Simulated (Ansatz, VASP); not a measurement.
# Ni (Ni strained to the junction's net) in two plane-wave programs

Aim: how closely do two programs agree when they are given the same cell, functional and k mesh? The structure shown is the end of the Ansatz relaxation below.

Method: plane waves, with VASP 6.6.1 beside it; single point at PBE with D3(BJ), in Ansatz 0.2.0.

## (1) Starting point

It takes space group R-3m (No. 166, trigonal). Conventional cell: a = 2.490 Å, b = 2.490 Å, c = 5.987 Å, α = 90.00°, β = 90.00°, γ = 120.00°. Nearest to Ni lie 12 Ni at 2.46 to 2.49 Å.

## (2) Ansatz: relaxation, PBE with D3(BJ)

Ansatz runs on its default PAW (the set named soft_2) files.

This run makes the geometry at which the two programs are then compared.

input.yaml

```yaml
crystal:
  lattice:
    - [2.49, 0.0, 0.0]
    - [-1.245, 2.1564032554, 0.0]
    - [0.0, 0.0, 6.0951314108]
  atoms:
    - { symbol: Ni, position: [0.0, 0.0, 0.0], spin: 0.7 }
    - { symbol: Ni, position: [0.3333333333, 0.6666666667, 0.3333333333], spin: 0.7 }
    - { symbol: Ni, position: [0.6666666667, 0.3333333333, 0.6666666667], spin: 0.7 }
magnetization:
  spin_polarized: true
kpoints:
  mp_grid: { grid: [18, 18, 5] }
scf:
  occupations: { method: fermi_dirac, width: 0.1 }
  max_iter: 150
hamiltonian:
  xc: pbe
  dispersion: d3bj
relax:
  f_tol: 0.01
  max_steps: 40
  cell: { fix: [a, b, angles] }
```

Launch:

```
$ ansatz run input.yaml --threads 4 --pin off --max-ram 12288MiB --backend cpu --events-out ev --progress --plain --runs-dir out
```

Numbers of over 12 decimals in the logs are rounded to 6 here.

The program printed:

```text
Engine: ansatz 0.2.0, aarch64-unknown-linux-gnu
Pseudopotentials: kind: paw
Pseudopotential: Ni, paw, valence charge 18, recommended cutoff 420 eV (normal), Ni.paw.azcp
Functional definition: PBE
  parameter kappa = 0.804
  parameter beta = 0.066725
  exchange = pbe_x(kappa = kappa, mu = beta*pi^2/3)
  correlation = pbe_c(beta = beta)
Crystal: 3 atoms, lattice volume = 32.727 Å³
Basis set: ecut = 420 eV, 591 PW (Γ), exchange–correlation on 36×36×90 points (8 copies of the dense FFT grid, shifted against one another)
Bands: 34, of which v1, the nominal top of the filled ones, is band 27 counted from 1 (26 counted from 0)
Symmetry: 36 space group operations
Space group: R-3m (ITA 166), of the structure as read, at distance tolerance 3.2e-5 Å
Magnetic group: BNS 166.97 (UNI 1327), of the structure as read, at distance tolerance 3.2e-5 Å
k-points: 165 of 1620
Non-local potential: Ni, projectors of the file, l = 0: 3, l = 1: 2, l = 2: 3, l = 3: 1
PAW form: soft (Blöchl's): semilocal exchange-correlation on the pseudo side does not see the compensation charge
PAW one-centre angular grid: Ni, 590 points (default); XC on 64 Gauss nodes
Initial density: superposition of atomic densities (chi_scale 0.1, normalization cell)
Starting moments: Σ|m| = 2.1 μB on 3 of 3 sites
Initial wavefunctions: pseudopotential atomic-orbital guess
Functional: x = pbe(κ = 0.804, μ = 0.219515), c = pbe(β = 0.066725)
iter 1 solved again at ethr=2.61e-3 eV; its pass at ethr=3.10e-3 eV (dr2=1.41e0 eV) is discarded
SCF iter   1: F=—  HF=-17518.201496 eV  |F-HF|=—  |Δ(HF+E_count)|=         —  Δρ=6.59e-2 (↑1.90e-2 ↓6.59e-2)  dr2=1.41e0  dr2_m=1.74e-1  M=2.180 μB ∫|m|=2.300 μB  β_m=0.30  ethr=2.61e-3  ⟨swp⟩=1.0  Hψ=49873  notcnv=0
Mixer restart at iter 1: flushing history
preconditioner: auto → Kerker (q_TF=auto, 2.966 Å⁻¹)  [metal: Δε(μ)=0.000 eV  Ē_g=8.892 eV  σ=0.100 eV  W_gap=0.00  n_scr=10 (ndim 8)  ℏωp=35.6 eV  f_vac=0.000  D(μ)=5.20/eV (n_scr^D=82)]
spin=Collinear: Kerker preconditioning applied to the charge; magnetization (m = ρ↑ − ρ↓) channel mixes plain (no charge-response kernel on spin).
SCF iter   2: F=—  HF=-17518.109135 eV  |F-HF|=—  |Δ(HF+E_count)|=   9.24e-2  Δρ=2.52e-2 (↑2.52e-2 ↓1.60e-2)  dr2=3.92e-2  dr2_m=9.04e-2  M=2.143 μB ∫|m|=2.299 μB  β_m=0.31  ethr=2.61e-3  ⟨swp⟩=2.0  Hψ=17305  notcnv=0
SCF iter   3: F=—  HF=-17519.053531 eV  |F-HF|=—  |Δ(HF+E_count)|=         —  Δρ=2.57e-2 (↑2.57e-2 ↓9.41e-3)  dr2=6.85e-2  dr2_m=6.45e-2  M=2.163 μB ∫|m|=2.352 μB  β_m=0.31  ethr=7.27e-5  ⟨swp⟩=2.1  Hψ=20689  notcnv=0  defer=161
Mixer restart at iter 3: flushing history
SCF iter   4: F=—  HF=-17519.684786 eV  |F-HF|=—  |Δ(HF+E_count)|=   6.31e-1  Δρ=1.81e-2 (↑1.81e-2 ↓7.17e-3)  dr2=7.66e-2  dr2_m=1.65e-2  M=2.091 μB ∫|m|=2.300 μB  β_m=0.66  ethr=7.27e-5  ⟨swp⟩=2.2  Hψ=18627  notcnv=0  defer=163
SCF iter   5: F=—  HF=-17520.550090 eV  |F-HF|=—  |Δ(HF+E_count)|=   8.65e-1  Δρ=1.11e-2 (↑4.20e-3 ↓1.11e-2)  dr2=5.00e-2  dr2_m=5.82e-3  M=1.930 μB ∫|m|=2.181 μB  β_m=0.83  ethr=7.27e-5  ⟨swp⟩=2.1  Hψ=22391  notcnv=0  defer=177
SCF iter   6: F=—  HF=-17520.622291 eV  |F-HF|=—  |Δ(HF+E_count)|=   7.22e-2  Δρ=5.91e-3 (↑2.06e-3 ↓5.91e-3)  dr2=1.36e-2  dr2_m=1.57e-3  M=1.888 μB ∫|m|=2.149 μB  β_m=0.85  ethr=7.27e-5  ⟨swp⟩=1.9  Hψ=15406  notcnv=0  defer=177
SCF iter   7: F=—  HF=-17520.632292 eV  |F-HF|=—  |Δ(HF+E_count)|=   1.00e-2  Δρ=3.08e-3 (↑2.71e-3 ↓3.08e-3)  dr2=4.93e-3  dr2_m=1.62e-5  M=1.879 μB ∫|m|=2.143 μB  β_m=0.64  ethr=2.51e-5  ⟨swp⟩=2.1  Hψ=18639  notcnv=0  defer=213
SCF iter   8: F=—  HF=-17520.630399 eV  |F-HF|=—  |Δ(HF+E_count)|=   1.89e-3  Δρ=7.52e-4 (↑7.52e-4 ↓5.29e-4)  dr2=1.77e-4  dr2_m=7.05e-6  M=1.875 μB ∫|m|=2.140 μB  β_m=0.82  ethr=9.12e-6  ⟨swp⟩=2.1  Hψ=15338  notcnv=0  defer=213
SCF iter   9: F=—  HF=-17520.630350 eV  |F-HF|=—  |Δ(HF+E_count)|=   4.86e-5  Δρ=3.32e-4 (↑2.81e-4 ↓3.32e-4)  dr2=5.61e-5  dr2_m=2.93e-7  M=1.873 μB ∫|m|=2.138 μB  β_m=0.83  ethr=3.28e-7  ⟨swp⟩=2.4  Hψ=18674  notcnv=0  defer=213
SCF iter  10: F=—  HF=-17520.630328 eV  |F-HF|=—  |Δ(HF+E_count)|=   2.27e-5  Δρ=7.22e-5 (↑4.80e-5 ↓7.22e-5)  dr2=2.43e-6  dr2_m=5.16e-8  M=1.872 μB ∫|m|=2.137 μB  β_m=0.92  ethr=1.04e-7  ⟨swp⟩=2.1  Hψ=15287  notcnv=0  defer=213
SCF iter  11: F=—  HF=-17520.630327 eV  |F-HF|=—  |Δ(HF+E_count)|=   7.46e-7  Δρ=6.23e-6 (↑4.37e-6 ↓6.23e-6)  dr2=2.09e-8  dr2_m=3.10e-10  M=1.872 μB ∫|m|=2.137 μB  β_m=0.96  ethr=4.51e-9  ⟨swp⟩=2.0  Hψ=15608  notcnv=0  defer=213
SCF iter  12: F=-17520.630327 eV  HF=-17520.630327 eV  |F-HF|=2.36e-9  |Δ(HF+E_count)|=   1.12e-9  Δρ=2.63e-6 (↑1.45e-6 ↓2.63e-6)  dr2=2.93e-9  dr2_m=1.27e-10  M=1.872 μB ∫|m|=2.137 μB  ethr=3.86e-11  ⟨swp⟩=2.2  Hψ=37607  notcnv=0
SCF 1 converged in 12 iterations: F = -17520.630327 eV  dr2 = 2.93e-9
  greatest PAW one-centre occupation: 1.001 electrons in one spin orbital (limit 2), on the Ni atom at site 2 (counted from 0), in its partial waves of l = 1
[...]
SCF iter   4: F=—  HF=-17520.642884 eV  |F-HF|=—  |Δ(HF+E_count)|=   3.08e-4  Δρ=3.29e-4 (↑6.62e-5 ↓3.29e-4)  dr2=2.43e-5  dr2_m=7.83e-6  M=1.858 μB ∫|m|=2.115 μB  β_m=0.77  ethr=6.12e-8  ⟨swp⟩=2.0  Hψ=19618  notcnv=0
SCF iter   5: F=—  HF=-17520.642978 eV  |F-HF|=—  |Δ(HF+E_count)|=   9.48e-5  Δρ=3.40e-4 (↑9.04e-5 ↓3.40e-4)  dr2=3.11e-5  dr2_m=5.29e-6  M=1.856 μB ∫|m|=2.113 μB  β_m=0.77  ethr=4.51e-8  ⟨swp⟩=1.7  Hψ=12912  notcnv=0
SCF iter   6: F=—  HF=-17520.643029 eV  |F-HF|=—  |Δ(HF+E_count)|=   5.08e-5  Δρ=9.17e-5 (↑2.52e-5 ↓9.17e-5)  dr2=5.44e-7  dr2_m=6.20e-7  M=1.853 μB ∫|m|=2.110 μB  β_m=0.89  ethr=4.51e-8  ⟨swp⟩=2.0  Hψ=18584  notcnv=0
SCF iter   7: F=—  HF=-17520.643029 eV  |F-HF|=—  |Δ(HF+E_count)|=   1.41e-7  Δρ=2.87e-5 (↑1.68e-5 ↓2.87e-5)  dr2=3.01e-7  dr2_m=2.17e-8  M=1.853 μB ∫|m|=2.110 μB  β_m=0.94  ethr=1.01e-9  ⟨swp⟩=2.0  Hψ=20426  notcnv=0
SCF iter   8: F=—  HF=-17520.643030 eV  |F-HF|=—  |Δ(HF+E_count)|=   2.91e-7  Δρ=5.52e-6 (↑2.22e-6 ↓5.52e-6)  dr2=9.32e-9  dr2_m=1.21e-9  M=1.853 μB ∫|m|=2.110 μB  β_m=0.97  ethr=5.58e-10  ⟨swp⟩=2.0  Hψ=16361  notcnv=0
SCF iter   9: F=-17520.643030 eV  HF=-17520.643030 eV  |F-HF|=2.69e-9  |Δ(HF+E_count)|=   1.76e-8  Δρ=2.82e-6 (↑1.42e-6 ↓2.82e-6)  dr2=3.25e-9  dr2_m=1.68e-10  M=1.853 μB ∫|m|=2.110 μB  ethr=1.73e-11  ⟨swp⟩=2.0  Hψ=34316  notcnv=0
SCF 3 converged in 9 iterations: F = -17520.643030 eV  dr2 = 3.25e-9
relax step   3: F+E_penalty+E_count = -17520.64302963 eV  Δ(F+E_penalty+E_count) = -3.920e-3 eV  max|allowed force component| = 8.096e-27 eV/Å  Δτ_max = 0.0000 Å  P = -3.312 GPa  Ω = 32.123 Å³  energy of the carried Pulay correction = +2.199e-4 eV  fix = [a, b, alpha, beta, gamma]  reactions: a -5.118, b -5.118 GPa  (9 SCF iters, dr2 threshold 3.00e-7 eV, accepted)
[...]
relax step   4: F+E_penalty+E_count = -17520.64304337 eV  Δ(F+E_penalty+E_count) = -1.374e-5 eV  max|allowed force component| = 1.308e-27 eV/Å  Δτ_max = 0.0000 Å  P = -3.465 GPa  Ω = 32.147 Å³  energy of the carried Pulay correction = +2.111e-4 eV  fix = [a, b, alpha, beta, gamma]  reactions: a -5.199, b -5.199 GPa  (6 SCF iters, dr2 threshold 2.26e-7 eV, accepted)
[...]
relax step   5: F+E_penalty+E_count = -17520.64278074 eV  Δ(F+E_penalty+E_count) = +2.626e-4 eV  max|allowed force component| = 1.151e-29 eV/Å  Δτ_max = 0.0000 Å  P = -3.449 GPa  Ω = 32.147 Å³  fix = [a, b, alpha, beta, gamma]  reactions: a -5.189, b -5.189 GPa  stress off target by 3.27e-2 GPa on what of the cell is left free  SCF on the basis re-selected at this cell (its energy is not comparable with the rows above)  (9 SCF iters)
basis re-selected at this cell: Δ(F+E_penalty+E_count) = +2.626e-4 eV, ΔP = +0.016 GPa vs the last step (what re-selecting the basis moved, of the pressure what is left beyond the Pulay correction that the steps carried, after the strain that the cell walked since its last selection, with what the two solves' SCF thresholds leave and, on support functions, any second-order correction that the steps lacked; it is no m [...]
SCF converged after 9 iterations
Magnetization: 1.8537 μB (27.9269 up, 26.0731 down)
Absolute magnetization: 2.1134 μB (∫|ρ↑−ρ↓|, with the PAW one-centre terms)
Spin contamination: 0.0196 ħ² per cell (⟨S²⟩ above its minimum at these occupations)
Per-site moments (μB) at R_I (Å): [(0.655356, 1.014570), (0.655356, 1.014570), (0.655356, 1.014570)]
Free energy (F): -17520.642781 eV
Harris-Foulkes:  -17520.642781 eV  (|F-HF|=0.00e0)
Internal energy: -17520.485676 eV  (E = F + TS)
E sigma→0 (E₀):  -17520.564229 eV
Entropy (-TS):   -0.157104 eV (-52.368 meV/atom)
Fermi energy:    18.525280 eV
--- Per-component energies (eV) ---
  E_band       = -835.518898
  E_kinetic    = 847.282897
  E_local      = -10236.811792  (includes V_loc(G=0)·N_el)
  E_nonlocal   = 1906.319210
  E_hartree    = 4275.353115
  E_xc         = -254.871894
  E_vxc        = -328.691410  (∫ρ·V_xc dr)
  E_paw        = -4888.503812  (= ΣΔE_a)
  E_vpaw       = -1574.325994  (= ΣTr[D̂ρ^β])
  E_aug_tail   = 0.001691  (compensation charges beyond the density's cutoff)
  E_ewald      = -9167.844599
  E_disp       = -1.410493  (pairwise vdW)
  E_smearing   = -0.157104  (= −TS)
  E_closure    = -0.000000  (closes the sum)
  Σ components = -17520.642781   (vs F -17520.642781, Δ=0.00e0)
--- Forces (eV/Å), atoms counted from 1 ---
  atom   1  Ni    -0.00000000    -0.00000000     0.00000000
  atom   2  Ni    -0.00000000    -0.00000000     0.00000000
  atom   3  Ni     0.00000000    -0.00000000     0.00000000
  max |Σ_I F_I| component: 3.92e-29 eV/Å
--- Stress (GPa, compression-positive) ---
       -5.189415       0.000000      -0.000000
        0.000000      -5.189415       0.000000
        0.000000       0.000000       0.032740
  P = ⅓ Tr σ = -3.4487 GPa (-34.487 kbar)
--- Relaxed structure (4 steps of the walk, 4 accepted, 1 SCFs on fresh bases) ---
  F+E_penalty+E_count = -17520.64278074 eV   max|allowed force component| = 1.151e-29 eV/Å   (the final SCF, on the basis selected at the relaxed cell)
  cell:  # Å, volume = 32.1471 Å³
    - [2.490000, 0, 0]
    - [-1.245000, 2.156403, 0]
    - [0, 0, 5.987049]
  atoms:
    - { symbol: Ni, position: [0, 0, 0] }
    - { symbol: Ni, position: [0.333333, 0.666667, 0.333333] }
    - { symbol: Ni, position: [0.666667, 0.333333, 0.666667] }
```

## (3) VASP: single point, PBE with D3(BJ)

The same cell, functional, mesh and smearing now go to VASP, with its own data sets.

Lines of VASP's logs that name or quote its potential files are left out, and so is its time.

INCAR

```
SYSTEM = Ni
PREC = Accurate
ENCUT = 600
EDIFF = 1E-06
NELM = 200
ISMEAR = -1
SIGMA = 0.1
LREAL = .FALSE.
ALGO = Normal
GGA = PE
IVDW = 12
NBANDS = 24
ISPIN = 2
MAGMOM = 0.66 0.66 0.66
LASPH = .TRUE.
LMAXMIX = 4
LORBIT = 11
LWAVE = .FALSE.
LCHARG = .FALSE.
ISIF = 2
GGA_COMPAT = .FALSE.
KPAR = 2
```

POSCAR

```
Ni
1.0
    2.4900000000      0.0000000000      0.0000000000
   -1.2450000000      2.1564032554      0.0000000000
    0.0000000000      0.0000000000      5.9870485308
Ni
3
Direct
    0.0000000000      0.0000000000      0.0000000000
    0.3333333333      0.6666666667      0.3333333333
    0.6666666667      0.3333333333      0.6666666667
```

KPOINTS

```
Automatic mesh
0
Gamma
18 18 5
0 0 0
```

PAW data sets: Ni (PBE family, release 64).

Launch:

```
$ mpirun -np 2 vasp_std
```

The program printed:

```text
[banner, memory and clock lines left out]
running    2 mpi-ranks, on    1 nodes
 distrk:  each k-point on    1 cores,    2 groups
 distr:  one band on    1 cores,    1 groups

 POSCAR found type information on POSCAR Ni
 POSCAR found :  1 types and       3 ions
 LDA part: xc-table for (Slater+PW92), standard interpolation
 POSCAR, INCAR and KPOINTS ok, starting setup
 FFT: planning ... GRIDC
 FFT: planning ... GRID_SOFT
 FFT: planning ... GRID
 WAVECAR not read
 entering main loop
       N       E                     dE             d eps       ncg     rms          rms(c)
DAV:   1     0.175563278454E+03    0.17556E+03   -0.14534E+04 16664   0.196E+03
DAV:   2    -0.106687794630E+02   -0.18623E+03   -0.17376E+03 15896   0.314E+02
DAV:   3    -0.194410868145E+02   -0.87723E+01   -0.84526E+01 18432   0.920E+01
DAV:   4    -0.195600947749E+02   -0.11901E+00   -0.11895E+00 19496   0.965E+00
DAV:   5    -0.195636509348E+02   -0.35562E-02   -0.35560E-02 18976   0.149E+00    0.173E+01
DAV:   6    -0.174363116076E+02    0.21273E+01   -0.17906E+01 17520   0.751E+01    0.101E+01
DAV:   7    -0.165349946526E+02    0.90132E+00   -0.35954E+00 18248   0.310E+01    0.338E+00
DAV:   8    -0.164900853313E+02    0.44909E-01   -0.41392E-02 22016   0.232E+00    0.156E+00
DAV:   9    -0.164834379151E+02    0.66474E-02   -0.20232E-03 23888   0.469E-01    0.476E-01
DAV:  10    -0.164821012048E+02    0.13367E-02   -0.37852E-04 20648   0.213E-01    0.145E-01
DAV:  11    -0.164819770717E+02    0.12413E-03   -0.19930E-04 21728   0.181E-01    0.377E-02
DAV:  12    -0.164819654839E+02    0.11588E-04   -0.17200E-05 20016   0.433E-02    0.193E-02
DAV:  13    -0.164819660128E+02   -0.52891E-06   -0.23825E-06 15856   0.145E-02
   1 F= -.17892115E+02 E0= -.17812625E+02  d E =-.158978E+00  mag=     1.8173
```

Parts of OUTCAR (step 3):

```text
ion  position               nearest neighbor table
   1  0.000  0.000  0.000-   2 2.46   3 2.46   2 2.46   3 2.46   3 2.46   2 2.46
   2  0.333  0.667  0.333-   1 2.46   1 2.46   1 2.46   3 2.46   3 2.46   3 2.46
   3  0.667  0.333  0.667-   1 2.46   1 2.46   1 2.46   2 2.46   2 2.46   2 2.46

  LATTYP: Found a hexagonal cell.
 ALAT       =     2.4900000000
 C/A-ratio  =     2.4044371610

 Subroutine GETGRP returns: Found 12 space group operations
 (whereof 12 operations were pure point group operations)

The static configuration has the point symmetry D_3d.

 Found    165 irreducible k-points:

   k-points           NKPTS =    165   k-points in BZ     NKDIM =    165   number of bands    NBANDS=     24

   dimension x,y,z NGX =    20 NGY =   20 NGZ =   48
   dimension x,y,z NGXF=    40 NGYF=   40 NGZF=   96

   ENCUT  =  600.0 eV  44.10 Ry    6.64 a.u.   4.97  4.97 11.96*2*pi/ulx,y,z

   NELECT =      30.0000    total number of electrons

 k-points in reciprocal lattice and weights: Automatic mesh
   0.00000000  0.00000000  0.00000000       0.001
   0.05555556 -0.00000000  0.00000000       0.004
   0.11111111 -0.00000000  0.00000000       0.004
   0.16666667  0.00000000  0.00000000       0.004
   0.22222222  0.00000000  0.00000000       0.004
   0.27777778 -0.00000000  0.00000000       0.004
   0.33333333  0.00000000  0.00000000       0.004
   0.38888889 -0.00000000  0.00000000       0.004
   0.44444444  0.00000000  0.00000000       0.004
[...]
-0.27777778 -0.38888889  0.40000000       0.007
   0.33333333  0.33333333  0.40000000       0.002

 average (electrostatic) potential at core
       1 -81.8087       2 -81.8088       3 -81.8088

 E-fermi :   9.5803

 spin component 1
 k-point     1 :       0.0000    0.0000    0.0000
  band No.  band energies     occupation
    ...
     14       8.3326      1.00000
     15       8.6467      0.99991
     16       8.6467      0.99991
     17       8.6467      0.99991
     18       8.6468      0.99991
     19      20.6395      0.00000
     20      20.6395      0.00000
     21      32.5138      0.00000
     22      32.5138      0.00000
     23      33.4091      0.00000
    ...

 k-point     2 :       0.0556   -0.0000    0.0000
  band No.  band energies     occupation
    ...
     14       8.3360      1.00000
     15       8.5162      0.99998
     16       8.6855      0.99987
     17       8.7634      0.99972
     18       8.9089      0.99879
     19      20.7107      0.00000
     20      20.7129      0.00000
     21      31.0135      0.00000
     22      31.9720      0.00000
     23      32.6339      0.00000
    ...

 k-point     3 :       0.1111   -0.0000    0.0000
  band No.  band energies     occupation
    ...
     14       8.3515      1.00000
     15       8.3784      0.99999
     16       8.8626      0.99924
     17       8.9636      0.99791
     18       9.3371      0.91921
     19      20.9214      0.00000
     20      20.9369      0.00000
     21      28.3441      0.00000
     22      30.9191      0.00000
     23      30.9320      0.00000
    ...

 k-point     4 :       0.1667    0.0000    0.0000
  band No.  band energies     occupation
    ...
     13       8.1855      1.00000
     14       8.2467      1.00000
     15       8.3933      0.99999
     16       8.9432      0.99829
     17       9.3430      0.91473
     18       9.8327      0.07419
     19      21.2694      0.00000
     20      21.3062      0.00000
     21      25.6683      0.00000
     22      29.1819      0.00000
    ...

 k-point     5 :       0.2222    0.0000    0.0000
  band No.  band energies     occupation
    ...
     12       7.9704      1.00000
     13       8.1688      1.00000
     14       8.1791      1.00000
     15       8.4784      0.99998
     16       9.0058      0.99681
     17       9.7610      0.14102
     18      10.3717      0.00037
     19      21.6565      0.00000
     20      21.7512      0.00000
     21      23.2880      0.00000
    ...

 k-point     6 :       0.2778   -0.0000    0.0000
  band No.  band energies     occupation
    ...
     12       8.2767      1.00000
     13       8.2854      1.00000
     14       8.3261      1.00000
     15       8.6105      0.99994
     16       9.0524      0.99493
     17      10.2036      0.00196
     18      10.9709      0.00000
     19      20.2725      0.00000
     20      22.3483      0.00000
     21      22.9803      0.00000
    ...

 Edisp (eV)   -1.41015

  Total      -1.09157    -1.09157    -0.06588     0.00000    -0.00000     0.00000
  in kB     -54.40274   -54.40274    -3.28334     0.00000    -0.00000     0.00000
  external pressure =      -37.36 kB  Pullay stress =        0.00 kB

  energy-cutoff  :      600.00
  volume of cell :       32.15
      direct lattice vectors                 reciprocal lattice vectors
     2.490000000  0.000000000  0.000000000     0.401606426  0.231867578  0.000000000
    -1.245000000  2.156403255  0.000000000     0.000000000  0.463735156  0.000000000
     0.000000000  0.000000000  5.987048531     0.000000000  0.000000000  0.167027208

 POSITION                                       TOTAL-FORCE (eV/Angst)
 -----------------------------------------------------------------------------------
      0.00000      0.00000      0.00000        -0.000000     -0.000000     -0.000000
     -0.00000      1.43760      1.99568         0.000000      0.000000      0.000000
      1.24500      0.71880      3.99137        -0.000000     -0.000000     -0.000000
 -----------------------------------------------------------------------------------
    total drift:                               -0.000000      0.000000      0.000000

  FREE ENERGIE OF THE ION-ELECTRON SYSTEM (eV)
  ---------------------------------------------------
  free  energy   TOTEN  =       -17.8921146092 eV

  energy  without entropy=      -17.7331363541  energy(sigma->0) =      -17.81262548

 total charge
# of ion       s       p       d       tot
------------------------------------------
    1        0.504   0.511   8.323   9.338
    2        0.504   0.511   8.323   9.338
    3        0.504   0.511   8.323   9.338
--------------------------------------------------
tot          1.512   1.533  24.969  28.014

 magnetization (x)
# of ion       s       p       d       tot
------------------------------------------
    1       -0.006  -0.024   0.646   0.616
    2       -0.006  -0.024   0.646   0.616
    3       -0.006  -0.024   0.646   0.616
--------------------------------------------------
tot         -0.019  -0.072   1.938   1.847

[... 6 further parts left out ...]
```

The run ends at a pressure of -3.74 GPa.

## (4) Differences

Known differences besides the potentials themselves: VASP starts from the moments at which Ansatz ended; the data sets hold 54 valence electrons in Ansatz (on its default PAW (the set named soft_2) files) and 30 in VASP; the cutoff is 420 eV in Ansatz and 600 eV in VASP; Ansatz's pressure holds a Pulay correction, VASP's none; site moments are counted in spheres of each program's own size. Total energies have different zeros and are not compared.

Compared:

```csv
quantity,Ansatz,VASP,difference
pressure (GPa),-3.45,-3.74,+0.29
total moment (μB),1.85,1.82,+0.04
moment on Ni1 (μB),0.66,0.62,+0.04
moment on Ni2 (μB),0.66,0.62,+0.04
moment on Ni3 (μB),0.66,0.62,+0.04
```

## (5) Outcome

```json
{
 "difference in total moment (single point, PBE with D3(BJ))": "0.036 μB"
}
```

**Reading.** The difference in total moment is 0.036 μB (single point, PBE with D3(BJ)). The data sets hold unlike numbers of valence electrons (54 in Ansatz and 30 in VASP), so part of the differences comes from the potentials. Such differences can come from data sets, numerical settings and the points named under the comparisons, not from the functional's error against experiment.

[Lines on the potential files, build, host, timing and source positions are cut from VASP's logs without a mark.]

[Logs are printed without paths, hosts, clocks, repeated set-up lines and the standing remarks that a program may print on its own settings, such as how far it seeks lower states.]

[Hosts, paths, dates, database ids (printed as entryN), source tags and the programs' standing remarks are cut or masked in the printed files.]
